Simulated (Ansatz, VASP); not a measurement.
# GaB: VASP beside Ansatz

```
Ga B
1.0
     2.71824    0.00000    0.00000
     0.00000    2.71824    0.00000
     0.00000    0.00000    3.23621
Ga B
1 1
Direct
  0.50000 0.50000 0.50000
  0.00000 0.00000 0.00000
```

The cell was built by a generator and needn't be a form met in nature.

Alike in both runs: task single point; functional HSE(alpha, omega); k mesh 5 × 5 × 4; occupations fermi-dirac, width 0.05 eV; no spin polarisation.

|  | VASP | Ansatz |
| --- | --- | --- |
| version | VASP 6.6.1 | Ansatz 0.2.0 |
| potentials or method | VASP PAW PBE potentials, release 64 (Ga_d, B) | Ansatz PAW |
| plane-wave cutoff (eV) | 520 | 420 |
| valence electrons in the cell | 16 | 16 |

Ansatz gave:

| Quantity | Value |
| --- | --- |
| gap on the k mesh at the Fermi level (eV) | none |
| pressure (GPa) | -2.4 |
| largest component of the traceless stress (GPa) | 1.59 |

**Question.** Estimate VASP's values.

**Answer.** gap on the k mesh at the Fermi level (eV): none; pressure (GPa): -2.1; largest component of the traceless stress (GPa): 1.61.

A gap of «none» marks a metal or a gap that the smearing closes.

Caveats: the k mesh is coarse (spacing up to 0.49 Å⁻¹), so the values aren't converged, least of all with exact exchange; the PAW data sets were made with another functional, which shifts forces and pressure a little (VASP); the PAW data sets come from PBE, with cores solved anew for the run's functional, which leaves a small shift of forces and pressure (Ansatz); the thresholds are loose for stress (Ansatz).
